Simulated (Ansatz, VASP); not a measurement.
## Te2Mo in two plane-wave programs

Wanted: the spread between two codes on one cell, functional and k mesh. The cell is taken from a series of runs on this material, whose earlier steps may have relaxed, scaled, displaced or heated it; both programs get it as it stands.

Method: plane waves, with VASP 6.6.1 beside it; single point at PBE, in Ansatz 0.2.0.

## Step 1: The structure

The structure is hexagonal, space group P6_3/mmc (No. 194). Conventional cell: a = 3.552 Å, b = 3.552 Å, c = 14.848 Å, α = 90.00°, β = 90.00°, γ = 120.00°. Nearest to Te lie 3 Mo at 2.74 Å. Nearest to Mo lie 6 Te at 2.74 Å. Farther neighbours and most contacts between anions are not listed.

As a file:

```
Te Mo
1.0
     3.55215    0.00000    0.00000
    -1.77607    3.07625    0.00000
     0.00000    0.00000   14.84811
Te Mo
4 2
Direct
  0.33333 0.66667 0.62809
  0.66667 0.33333 0.12809
  0.33333 0.66667 0.87191
  0.66667 0.33333 0.37191
  0.33333 0.66667 0.25000
  0.66667 0.33333 0.75000
```

## Step 2: VASP: single point, PBE

A single point gives forces, pressure and levels at one fixed geometry, so differences don't come from the geometry; what else differs is listed under the comparison.

Lines of VASP's logs that name or quote its potential files are left out, and so is its time.

File INCAR:

```
SYSTEM = Te2Mo
PREC = Accurate
ENCUT = 400
EDIFF = 1E-06
NELM = 100
ISMEAR = 0
SIGMA = 0.05
LREAL = .FALSE.
ALGO = Normal
GGA = PE
NBANDS = 32
LASPH = .TRUE.
LORBIT = 11
LWAVE = .FALSE.
LCHARG = .FALSE.
KPAR = 2
ISIF = 2
```

File POSCAR:

```
Te2Mo
1.0
    3.5521460500      0.0000000000      0.0000000000
   -1.7760730300      3.0762487200      0.0000000000
    0.0000000000      0.0000000000     14.8481056300
Te Mo
4 2
Direct
    0.3333333300      0.6666666700      0.6280875400
    0.6666666700      0.3333333300      0.1280875400
    0.3333333300      0.6666666700      0.8719124600
    0.6666666700      0.3333333300      0.3719124600
    0.3333333300      0.6666666700      0.2500000000
    0.6666666700      0.3333333300      0.7500000000
```

File KPOINTS:

```
Automatic mesh
0
Gamma
6 6 2
0 0 0
```

Potentials, in the order of the species: Te and Mo_sv (PBE family, release 64).

Started as:

```sh
$ mpirun -np 2 vasp_std
```

Numbers of over 12 decimals in the logs are rounded to 6 here.

The log of the run:

```text
[banner, memory and clock lines left out]
running    2 mpi-ranks, on    1 nodes
 distrk:  each k-point on    1 cores,    2 groups
 distr:  one band on    1 cores,    1 groups

 POSCAR found type information on POSCAR TeMo
 POSCAR found :  2 types and       6 ions
 LDA part: xc-table for (Slater+PW92), standard interpolation
 POSCAR, INCAR and KPOINTS ok, starting setup
 FFT: planning ... GRIDC
 FFT: planning ... GRID_SOFT
 FFT: planning ... GRID
 WAVECAR not read
 entering main loop
       N       E                     dE             d eps       ncg     rms          rms(c)
DAV:   1     0.326720587431E+03    0.32672E+03   -0.23988E+04  1088   0.117E+03
DAV:   2    -0.186699020492E+02   -0.34539E+03   -0.33593E+03  1152   0.296E+02
DAV:   3    -0.368918414649E+02   -0.18222E+02   -0.18015E+02  1128   0.582E+01
DAV:   4    -0.373748797458E+02   -0.48304E+00   -0.48158E+00  1144   0.943E+00
DAV:   5    -0.373917847657E+02   -0.16905E-01   -0.16901E-01  1200   0.165E+00    0.206E+01
DAV:   6    -0.366459263700E+02    0.74586E+00   -0.95215E+00  1000   0.150E+01    0.885E+00
DAV:   7    -0.365075984092E+02    0.13833E+00   -0.87281E+00   984   0.122E+01    0.632E+00
DAV:   8    -0.360737214257E+02    0.43388E+00   -0.16352E+00  1112   0.580E+00    0.282E+00
DAV:   9    -0.360720046735E+02    0.17168E-02   -0.27081E-01  1128   0.234E+00    0.107E+00
DAV:  10    -0.360651070209E+02    0.68977E-02   -0.48005E-02  1120   0.111E+00    0.293E-01
DAV:  11    -0.360655276922E+02   -0.42067E-03   -0.21630E-03  1080   0.244E-01    0.179E-01
DAV:  12    -0.360654522563E+02    0.75436E-04   -0.13975E-04  1080   0.674E-02    0.124E-01
DAV:  13    -0.360654420580E+02    0.10198E-04   -0.14254E-04  1152   0.600E-02    0.347E-02
DAV:  14    -0.360654439277E+02   -0.18697E-05   -0.69967E-06  1000   0.108E-02    0.301E-02
DAV:  15    -0.360654443041E+02   -0.37646E-06   -0.16623E-06   856   0.566E-03
   1 F= -.36065444E+02 E0= -.36065444E+02  d E =-.879503E-21
```

OUTCAR, selected parts (step 2):

```text
ion  position               nearest neighbor table
   1  0.333  0.667  0.628-   6 2.74   6 2.74   6 2.74   3 3.62
   2  0.667  0.333  0.128-   5 2.74   5 2.74   5 2.74   4 3.62
   3  0.333  0.667  0.872-   6 2.74   6 2.74   6 2.74   1 3.62
   4  0.667  0.333  0.372-   5 2.74   5 2.74   5 2.74   2 3.62
   5  0.333  0.667  0.250-   2 2.74   4 2.74   2 2.74   4 2.74   2 2.74   4 2.74
   6  0.667  0.333  0.750-   1 2.74   3 2.74   1 2.74   3 2.74   1 2.74   3 2.74

  LATTYP: Found a hexagonal cell.
 ALAT       =     3.5521460500
 C/A-ratio  =     4.1800380449

 Subroutine GETGRP returns: Found 24 space group operations
 (whereof 12 operations were pure point group operations)

The static configuration has the point symmetry D_3d.
 The point group associated with its full space group is D_6h.

 Found     14 irreducible k-points:

   k-points           NKPTS =     14   k-points in BZ     NKDIM =     14   number of bands    NBANDS=     32

   dimension x,y,z NGX =    24 NGY =   24 NGZ =   98
   dimension x,y,z NGXF=    48 NGYF=   48 NGZF=  196

   ENCUT  =  400.0 eV  29.40 Ry    5.42 a.u.   5.79  5.79 24.21*2*pi/ulx,y,z

   NELECT =      52.0000    total number of electrons

 k-points in reciprocal lattice and weights: Automatic mesh
   0.00000000  0.00000000  0.00000000       0.014
   0.16666667  0.00000000  0.00000000       0.083
   0.33333333  0.00000000  0.00000000       0.083
   0.50000000  0.00000000  0.00000000       0.042
   0.16666667  0.16666667  0.00000000       0.083
   0.33333333  0.16666667  0.00000000       0.167
   0.33333333  0.33333333  0.00000000       0.028
   0.00000000  0.00000000  0.50000000       0.014
   0.16666667  0.00000000  0.50000000       0.083
[...]
0.33333333  0.16666667  0.50000000       0.167
   0.33333333  0.33333333  0.50000000       0.028

 average (electrostatic) potential at core
       1 -87.1417       2 -87.1417       3 -87.1417       4 -87.1417       5 -74.4507
       6 -74.4507

 E-fermi :   7.3756

 k-point     1 :       0.0000    0.0000    0.0000
  band No.  band energies     occupation
    ...
     22       6.1335      2.00000
     23       6.1335      2.00000
     24       6.2267      2.00000
     25       6.3329      2.00000
     26       6.9807      2.00000
     27      10.0092      0.00000
     28      10.0092      0.00000
     29      10.0695      0.00000
     30      10.0695      0.00000
     31      10.2548      0.00000
    ...

 k-point     2 :       0.1667    0.0000    0.0000
  band No.  band energies     occupation
    ...
     22       5.7041      2.00000
     23       5.9495      2.00000
     24       6.2594      2.00000
     25       6.6573      2.00000
     26       6.6682      2.00000
     27       8.8601      0.00000
     28       9.1229      0.00000
     29       9.1555      0.00000
     30       9.3348      0.00000
     31       9.5615      0.00000
    ...

 k-point     3 :       0.3333    0.0000    0.0000
  band No.  band energies     occupation
    ...
     22       5.8005      2.00000
     23       5.9705      2.00000
     24       6.1116      2.00000
     25       6.2840      2.00000
     26       6.3493      2.00000
     27       8.2747      0.00000
     28       8.6648      0.00000
     29       8.7287      0.00000
     30       8.7759      0.00000
     31       9.2958      0.00000
    ...

  Total       -0.0018156     -0.0018156      0.0309742      0.0000000      0.0000000     -0.0000000
  in kB       -0.0179286     -0.0179286      0.3058635      0.0000000      0.0000000     -0.0000000
  external PRESSURE =       0.0900021 kB  Pullay stress =       0.0000000 kB

  energy-cutoff  :      400.00
  volume of cell :      162.25
      direct lattice vectors                 reciprocal lattice vectors
     3.552146050  0.000000000  0.000000000     0.281519956  0.162535623  0.000000000
    -1.776073030  3.076248720  0.000000000     0.000000000  0.325071245  0.000000000
     0.000000000  0.000000000 14.848105630     0.000000000  0.000000000  0.067348659

 POSITION                                       TOTAL-FORCE (eV/Angst)
 -----------------------------------------------------------------------------------
     -0.00000      2.05083      9.32591        -0.000000     -0.000000     -0.003004
      1.77607      1.02542      1.90186        -0.000000      0.000000     -0.003004
     -0.00000      2.05083     12.94625        -0.000000     -0.000000      0.003004
      1.77607      1.02542      5.52220         0.000000      0.000000      0.003004
     -0.00000      2.05083      3.71203         0.000000      0.000000      0.000000
      1.77607      1.02542     11.13608        -0.000000     -0.000000      0.000000
 -----------------------------------------------------------------------------------
    total drift:                               -0.000014      0.000008     -0.000000

  FREE ENERGIE OF THE ION-ELECTRON SYSTEM (eV)
  ---------------------------------------------------
  free  energy   TOTEN  =       -36.0654443041 eV

  energy  without entropy=      -36.0654443041  energy(sigma->0) =      -36.06544430

 total charge
# of ion       s       p       d       tot
------------------------------------------
    1        1.385   1.971   0.059   3.415
    2        1.385   1.971   0.059   3.415
    3        1.385   1.971   0.059   3.415
    4        1.385   1.971   0.059   3.415
    5        2.250   6.141   3.957  12.349
    6        2.250   6.141   3.957  12.349
--------------------------------------------------
tot         10.040  20.165   8.151  38.356

[... 3 further parts left out ...]
```

This run has no spin polarisation, so a moment on Mo, if there is one, isn't seen.

## Step 3: Ansatz: single point, PBE

Ansatz runs on its default PAW (the set named soft_2) files.

The same cell, functional, mesh and smearing now go to Ansatz, which takes its cutoff from its data sets.

File input.yaml:

```yaml
crystal:
  lattice:
    - [3.55214605, 0.0, 0.0]
    - [-1.77607303, 3.07624872, 0.0]
    - [0.0, 0.0, 14.84810563]
  atoms:
    - { symbol: Te, position: [0.33333333, 0.66666667, 0.62808754] }
    - { symbol: Te, position: [0.66666667, 0.33333333, 0.12808754] }
    - { symbol: Te, position: [0.33333333, 0.66666667, 0.87191246] }
    - { symbol: Te, position: [0.66666667, 0.33333333, 0.37191246] }
    - { symbol: Mo, position: [0.33333333, 0.66666667, 0.25] }
    - { symbol: Mo, position: [0.66666667, 0.33333333, 0.75] }
hamiltonian:
  xc: pbe
  pseudopotentials: { kind: paw }
kpoints:
  mp_grid: { grid: [6, 6, 2] }
scf:
  occupations: { method: gaussian, width: 0.05 }
  n_extra_bands: 5
output:
  forces: true
  stress: true
  eigenvalues: true
```

Started as:

```sh
$ ansatz run input.yaml --threads 4 --pin off --max-ram 9216MiB --backend cpu --events-out ev --progress --plain --runs-dir out
```

The log of the run:

```text
scf.n_extra_bands = 5 over 46 filled bands (N_el = 92.0): the run solves 51 bands
Engine: ansatz 0.2.0, aarch64-unknown-linux-gnu
Pseudopotentials: kind: paw
Pseudopotential: Te, paw, valence charge 16, recommended cutoff 420 eV (normal), Te.paw.azcp
Pseudopotential: Mo, paw, valence charge 14, recommended cutoff 420 eV (normal), Mo.paw.azcp
Functional definition: PBE
  parameter kappa = 0.804
  parameter beta = 0.066725
  exchange = pbe_x(kappa = kappa, mu = beta*pi^2/3)
  correlation = pbe_c(beta = beta)
Crystal: 6 atoms, lattice volume = 162.249 Å³
Basis set: ecut = 420 eV, 3151 PW (Γ), exchange–correlation on 48×48×200 points (8 copies of the dense FFT grid, shifted against one another)
Bands: 51, of which v1, the nominal top of the filled ones, is band 46 counted from 1 (45 counted from 0)
Symmetry: 24 space group operations
Space group: P63/mmc (ITA 194), of the structure as read, at distance tolerance 5.5e-5 Å
k-points: 14 of 72
Non-local potential: Te, projectors of the file, l = 0: 2, l = 1: 2, l = 2: 2, l = 3: 2
Non-local potential: Mo, projectors of the file, l = 0: 3, l = 1: 2, l = 2: 2, l = 3: 1
PAW form: soft (Blöchl's): semilocal exchange-correlation on the pseudo side does not see the compensation charge
PAW one-centre angular grid: Te, 590 points (default); XC on 64 Gauss nodes
PAW one-centre angular grid: Mo, 590 points (default); XC on 64 Gauss nodes
Initial density: superposition of atomic densities (neutral atoms: chi_scale 0, normalization atom), corrected by the library's trained network
Initial wavefunctions: pseudopotential atomic-orbital guess
Functional: x = pbe(κ = 0.804, μ = 0.219515), c = pbe(β = 0.066725)
SCF iter   1: F=—  HF=-37833.465556 eV  |F-HF|=—  |Δ(HF+E_count)|=         —  Δρ=4.25e-3  dr2=1.41e-2  ethr=1.77e-3  ⟨swp⟩=6.2  Hψ=2669  notcnv=0
preconditioner: auto → Resta (q_TF=auto, 2.482 Å⁻¹)  ε∞=9.1  [insulator: Δε(μ)=1.001 eV  Ē_g=6.139 eV  σ=0.050 eV  W_gap=1.00  n_scr=52 (ndim 8)  ℏωp=17.5 eV  f_vac=0.067  D(μ)=0.00/eV (n_scr^D=0)  ε∞_Penn≈9.1]
SCF iter   2: F=—  HF=-37833.472956 eV  |F-HF|=—  |Δ(HF+E_count)|=   7.40e-3  Δρ=2.46e-3  dr2=4.10e-3  ethr=1.53e-5  ⟨swp⟩=2.0  Hψ=1140  notcnv=0
SCF iter   3: F=—  HF=-37833.476517 eV  |F-HF|=—  |Δ(HF+E_count)|=   3.56e-3  Δρ=1.02e-3  dr2=3.09e-3  ethr=4.46e-6  ⟨swp⟩=2.0  Hψ=933  notcnv=0
SCF iter   4: F=—  HF=-37833.476675 eV  |F-HF|=—  |Δ(HF+E_count)|=   1.57e-4  Δρ=1.51e-4  dr2=4.87e-5  ethr=3.36e-6  ⟨swp⟩=2.0  Hψ=876  notcnv=0
SCF iter   5: F=—  HF=-37833.476726 eV  |F-HF|=—  |Δ(HF+E_count)|=   5.12e-5  Δρ=5.51e-5  dr2=1.27e-5  ethr=5.30e-8  ⟨swp⟩=2.0  Hψ=947  notcnv=0
SCF iter   6: F=—  HF=-37833.476731 eV  |F-HF|=—  |Δ(HF+E_count)|=   5.27e-6  Δρ=1.56e-5  dr2=6.75e-7  ethr=1.38e-8  ⟨swp⟩=2.0  Hψ=934  notcnv=0
SCF iter   7: F=-37833.476732 eV  HF=-37833.476732 eV  |F-HF|=4.08e-8  |Δ(HF+E_count)|=   4.47e-7  Δρ=5.01e-6  dr2=6.87e-8  ethr=1.09e-10  ⟨swp⟩=9.1  Hψ=3012  notcnv=0
SCF 1 converged in 7 iterations: F = -37833.476732 eV  dr2 = 6.87e-8
  greatest PAW one-centre occupation: 0.998 electrons in one spin orbital (limit 2), on the Mo atom at site 5 (counted from 0), in its partial waves of l = 0
SCF converged after 7 iterations
Free energy (F): -37833.476732 eV
Harris-Foulkes:  -37833.476732 eV  (|F-HF|=4.08e-8)
Internal energy: -37833.476732 eV  (E = F + TS)
E sigma→0 (E₀):  -37833.476732 eV
Fermi energy:    11.545317 eV
--- Per-component energies (eV) ---
  E_band       = -1262.228630
  E_kinetic    = 1605.812871
  E_local      = -8545.948339  (includes V_loc(G=0)·N_el)
  E_nonlocal   = -952.868042
  E_hartree    = 4657.952427
  E_xc         = -864.258844
  E_vxc        = -874.850484  (∫ρ·V_xc dr)
  E_paw        = -25053.791446  (= ΣΔE_a)
  E_vpaw       = -1810.267662  (= ΣTr[D̂ρ^β])
  E_aug_tail   = -0.000662  (compensation charges beyond the density's cutoff)
  E_ewald      = -8680.374698
  E_smearing   = -0.000000  (= −TS)
  E_closure    = -0.000000  (closes the sum)
  Σ components = -37833.476732   (vs F -37833.476732, Δ=0.00e0)
--- Forces (eV/Å), atoms counted from 1 ---
  atom   1  Te     0.00000000    -0.00000000     0.01165349
  atom   2  Te    -0.00000000     0.00000000     0.01165349
  atom   3  Te     0.00000000     0.00000000    -0.01165349
  atom   4  Te    -0.00000000    -0.00000000    -0.01165349
  atom   5  Mo     0.00000000     0.00000000     0.00000000
  atom   6  Mo    -0.00000000    -0.00000000     0.00000000
  max |Σ_I F_I| component: 3.47e-18 eV/Å
--- Stress (GPa, compression-positive) ---
        0.213456       0.000000      -0.000000
        0.000000       0.213456       0.000000
       -0.000000       0.000000       0.171305
  P = ⅓ Tr σ = 0.1994 GPa (1.994 kbar)
--- Band table (eV; the first three rows and the last of 14) ---
  k-point 0: bands = [... 42 lower, 10.1341, 10.2229, 10.3209, 10.9722, 14.0000, 14.0000, 14.0610, 14.0610, ... 1 higher]
  k-point 1: bands = [... 42 lower, 10.1266, 10.1266, 10.8379, 10.8379, 14.0237, 14.0237, 14.0237, 14.0237, ... 1 higher]
  k-point 2: bands = [... 42 lower, 9.9426, 10.2560, 10.6408, 10.6605, 12.8515, 13.1165, 13.1473, 13.3316, ... 1 higher]
  k-point 13: bands = [... 42 lower, 9.2302, 9.2302, 10.9813, 10.9813, 12.0796, 12.0796, 12.8203, 12.8203, ... 1 higher]
```

In the SCF lines HF is the Harris–Foulkes energy and dr2 the Hartree energy of the density residual, in eV; the loop may stop once dr2 is under the threshold and the program's other checks hold. Hψ counts applications of the Hamiltonian.

The run ends at a pressure of 0.20 GPa, with forces up to 0.012 eV/Å.

## Step 4: Differences

Known differences besides the potentials themselves: the data sets hold 92 valence electrons in Ansatz (default PAW (the set named soft_2) files) and 52 in VASP; the cutoff is 420 eV in Ansatz and 400 eV in VASP. Total energies have different zeros and are not compared.

Both answers:

| quantity | Ansatz | VASP | difference |
| --- | --- | --- | --- |
| pressure (GPa) | 0.20 | 0.01 | +0.19 |
| gap on the k mesh (eV) | 0.988 | 0.993 | -0.005 |

At this near-relaxed geometry the largest component of a force difference is 15 meV/Å. A gap on the mesh is an upper bound, since the band edges may lie between its points.

## Step 5: Other set-ups

Further runs change the set-up of one program: Ansatz's method, potentials or start, or VASP's data sets, cutoff or form of LDA. The table gives Ansatz less VASP for each quantity, since a change that brings one quantity closer may part another.

```
                                                              run  r.m.s. force difference (meV/Å)  pressure (GPa)  gap on the k mesh (eV)
                                                         as above                              6.9            0.19                 -0.0051
VASP with the data sets Te_GW and Mo_sv_GW and a cutoff of 560 eV                              6.1            0.35                 -0.0012
```

## Step 6: Summary of results

| Quantity | Value |
| --- | --- |
| difference in gap on the k mesh (single point, PBE) | -0.0051 eV |
| r.m.s. force difference (single point, PBE) | 6.9 meV/Å |

The r.m.s. force difference is 6.9 meV/Å (single point, PBE), within the 12 meV/Å picked in this series as the mark of a large difference. Single point, PBE, VASP with the data sets Te_GW and Mo_sv_GW and a cutoff of 560 eV: the difference in pressure goes from 0.19 to 0.35 GPa; the difference in gap on the k mesh goes from -0.0051 to -0.0012 eV. Such differences can come from data sets, numerical settings and the points named under the comparisons, not from the functional's error against experiment.

[Lines on the potential files, build, host, timing and source positions are cut from VASP's logs without a mark.]

[Logs are printed without paths, hosts, clocks, repeated set-up lines and the standing remarks that a program may print on its own settings, such as how far it seeks lower states.]

[Hosts, paths, dates, database ids (printed as entryN), source tags and the programs' standing remarks are cut or masked in the printed files.]
